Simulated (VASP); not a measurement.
Consider the following.

```
CELL_PARAMETERS angstrom
     -2.58129     2.58129     2.58129
      2.58129    -2.58129     2.58129
      2.58129     2.58129    -2.58129
ATOMIC_POSITIONS crystal
  Ba 0.00000 0.00000 0.00000
```

All values below come from RPBE GGA, VASP's PBE PAW potentials (set 64) (plane waves; VASP). Settings: 520 eV cut-off, 9×9×9 Γ-centred mesh, first-order Methfessel-Paxton smearing of 0.10 eV, potentials Ba_sv.

Unless said otherwise, spin-orbit coupling is left out, though it shifts the bands of the heavy elements here.

**Question.** What does the run give for the energy per atom (σ→0), band gap (on the k-mesh) with the smallest direct gap where there is one?

**Answer.** 
| Item | Value |
|---|---|
| band gap (on the k-mesh) | none (metal, semimetal or under 0.01 eV) |
| energy per atom (σ→0) | -1.687 eV/atom |

Only differences to runs with the same potentials and settings are physical.

The compound is Ba in the bcc structure. It was relaxed first, which changed the volume by +9 %. The start is the result of an earlier pass.
